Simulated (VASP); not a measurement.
```xyz
3
Lattice="0.0000 3.0348 2.9283 3.0015 0.0000 2.9283 3.0015 3.0348 0.0000" Properties=species:S:1:pos:R:3 pbc="T T T"
Al     1.5008     1.5174     1.4642
Al     4.5023     4.5521     4.3925
Pt     0.0905     0.0000     0.0000
```
Cell charge +0.1.

All values below come from PBE GGA, VASP's PBE PAW potentials (set 64) (plane waves; VASP). Numerical set-up: NELECT = 15.9, 400 eV cut-off, 8×8×8 Γ-centred mesh, Gaussian smearing of 0.050 eV, potentials Al Pt.

The cell is charged, with a uniform compensating background. Unless said otherwise, spin-orbit coupling is left out, though it shifts the bands of the heavy elements here.

Q: What does the run give for the energy per atom (σ→0), pressure, largest force, band gap (on the k-mesh) with the smallest direct gap where there is one?

A: 
The band gap (on the k-mesh) comes out as none (metal, semimetal or under 0.01 eV). The energy per atom (σ→0) is -5.648 eV/atom, the pressure comes out as -5.10 GPa and the largest force is 0.676 eV/Å.

The compound is PtAl2 in the fluorite structure. The cell was not relaxed at this level, atoms are displaced from their ideal sites. The run is one of a series of settings (ISMEAR = 0, NELECT = 15.9, SIGMA = 0.05 against the base run), some of them coarse on purpose.
